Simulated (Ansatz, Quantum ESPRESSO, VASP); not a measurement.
One structure in several programs: Cu3Sn (P1, 8 atoms in the cell)

Self-consistent single point, at a second geometry (atoms moved at random). First geometry:

```
Cu3Sn
1.0
    4.32369     0.00000     0.00000
    0.00000     5.43252     0.00000
    0.00000     0.00000     4.76457
Cu Sn
6 2
Direct
  0.50000   0.00000   0.30100
  0.00000   0.50000   0.69900
  0.00000   0.75052   0.15581
  0.00000   0.24948   0.15581
  0.50000   0.74948   0.84419
  0.50000   0.25052   0.84419
  0.50000   0.50000   0.34118
  0.00000   0.00000   0.65882
```

Second geometry:
```yaml
crystal:
  lattice:
    - [4.32369, 0.00000, 0.00000]
    - [0.00000, 5.43252, 0.00000]
    - [0.00000, 0.00000, 4.76457]
  atoms:
    - { symbol: Cu, position: [0.51478, 0.00728, 0.29583] }
    - { symbol: Cu, position: [0.99204, 0.48809, 0.70166] }
    - { symbol: Cu, position: [0.99105, 0.75394, 0.15611] }
    - { symbol: Cu, position: [0.99215, 0.25627, 0.14965] }
    - { symbol: Cu, position: [0.50442, 0.73760, 0.83496] }
    - { symbol: Cu, position: [0.49172, 0.25109, 0.85510] }
    - { symbol: Sn, position: [0.52218, 0.49789, 0.34216] }
    - { symbol: Sn, position: [0.99167, 0.00785, 0.66452] }
```

Shared settings, as Ansatz (a first-principles code) writes them: kpoints.mp_grid.grid = 4 3 4; scf.occupations.method = fermi_dirac; scf.occupations.width = 0.1 eV. Potentials and cutoffs stand in the table.

```csv
code,model,ΔF from the first geometry (meV/atom),pressure (GPa),largest force (eV/Å),cutoff
Ansatz,"PBEsol, PAW files made with PBE",20.2,-0.76,1.068,default
Quantum ESPRESSO,"PBEsol, PSlibrary PAW (PBE) pseudopotentials",20.6,-1.48,1.091,55 Ry
VASP,"PBEsol, VASP's PBE PAW potentials (set 64)",20.6,-2.25,1.084,300 eV
```

Size of the force on each atom (eV/Å): Sizes of forces hide their directions.

| code | Cu1 | Cu2 | Cu3 | Cu4 | Cu5 | Cu6 | Sn7 | Sn8 |
|---|---|---|---|---|---|---|---|---|
| Ansatz | 0.562 | 0.649 | 0.577 | 0.642 | 0.416 | 0.275 | 1.068 | 0.731 |
| Quantum ESPRESSO | 0.570 | 0.661 | 0.587 | 0.652 | 0.423 | 0.277 | 1.091 | 0.747 |
| VASP | 0.571 | 0.659 | 0.586 | 0.651 | 0.422 | 0.281 | 1.084 | 0.739 |

On Ansatz's run: spin polarisation is off.

The spread over the programs that give each value: ΔF from the first geometry within 0.4 meV/atom; pressure within 1.49 GPa; largest force within 0.023 eV/Å.

Ansatz's pressure is given at a fixed set of plane waves, as the other plane-wave codes print theirs; with its correction for the finite basis it is -0.68 GPa.

The shared mesh is coarse (it stands for a supercell whose shortest vector is 16 Å), so the values are not converged in it.

VASP's run is marked for a possible Pulay error in its stress at this cutoff; no cutoff test was made.

The starting cell comes from a database of computed structures (which also holds hypothetical and non-ambient phases and stackings), without a prior relaxation at this level. For this run, on top of that: atoms moved at random.

Left out of this page: GPAW and FLEUR (not drawn, or without a comparable value); CP2K (unsound by tests on forces, stress, charge or solver warnings).

Keys are those of Ansatz 0.2.
